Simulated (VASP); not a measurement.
Consider the following.

```
Ga
1.0
    2.30520    -3.90660     0.00000
    2.30520     3.90660     0.00000
    0.00000     0.00000     4.62060
Ga
4
Direct
  0.15490   0.84510   0.91900
  0.34510   0.65490   0.41900
  0.65490   0.34510   0.58100
  0.84510   0.15490   0.08100
```

The numbers are results of PBE GGA, VASP's PBE PAW potentials (set 64) (plane waves; VASP), not measurements. Run with PREC = Single, 400 eV cut-off, 7×7×6 Γ-centred mesh, first-order Methfessel-Paxton smearing of 0.10 eV, potentials Ga_d.

Task: Estimate the energy per atom (σ→0), pressure, largest force, band gap (on the k-mesh) with the smallest direct gap where there is one.

Result: 
- band gap (on the k-mesh): none (metal, semimetal or under 0.01 eV)
- energy per atom (σ→0): -2.903 eV/atom
- pressure: -1.33 GPa
- largest force: 0.00414 Ry/bohr

The compound is Ga in the alpha structure. The cell was not relaxed at this level. The run is one of a series of settings (PREC = Single against the base run), some of them coarse on purpose.
